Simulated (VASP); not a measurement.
# MgO: band gap against strain

MgO (rock salt, Fm-3m, 9.327 Å³/atom and stress up to 0.24 GPa in the relaxed cell, cube axes along x, y and z) under an equal strain ε along all three axes. PBEsol in VASP (plane waves, PAW), 600 eV, 12×12×12 Γ-centred mesh, Gaussian smearing 0.05 eV; ions are relaxed, or left where forces stay under 0.02 eV/Å, within the symmetry of each cell. Gaps are the smallest on the run's k-mesh, which can miss an edge that lies off it, without spin-orbit coupling; in all rows the valence edge lies at Γ and the conduction edge at Γ.

Here s stands for strain and Eg for gap.

| strain (%) | gap (eV) |
|---|---|
| -1.50 | 5.102 |
| -1.00 | 4.947 |
| -0.50 | 4.797 |
| 0.00 | 4.650 |
| 0.50 | 4.506 |
| 1.00 | 4.367 |
| 1.50 | 4.230 |
| 3.00 | ? |

**Question.** Using a straight line, estimate the missing Eg at s = 3.00 from the other rows, showing the fit.

**Answer.** Means: s 0, Eg 4.6570. About the means, the sum of products is -2.0335 and the sum of squares of s is 7.0000; the slope is their ratio. Least squares gives Eg = 4.6570 - 0.29050·s. Residuals (row less fit): 0.0093, -0.0005, -0.0053, -0.0070, -0.0057, 0.0005, 0.0088; standard error 0.0074 (degrees of freedom: 5). Over these rows the gap moves by -29.0 ± 0.3 eV per unit strain, or -9.7 eV per unit of ln V. At the withheld row, Eg = 4.6570 - 0.29050 × 3.0 = 3.7855 eV. The calculation gives 3.840 eV, 0.0545 eV above the prediction (4.3 % of the range of Eg in the table). The row lies outside the fitted rows, so this is an extrapolation. From the scatter of the fitted rows alone, a prediction at this place has a standard error of 0.0115 eV, so the miss is 4.7 times that.

A polynomial of degree 2 through the 12 other runs of the series gives 3.841 there, so most of the miss is curvature that the fit leaves out. Other structures, which can take over under pressure, weren't tried. Rows are the converged runs of the series near zero and its far end; series whose fitted rows scatter by over a few per cent of the range, as at a crossing or softening among them, aren't shown in this form, nor equations of state whose B0' disagrees with the runs' pressures. Most that stay on the fit to the last digits aren't either.
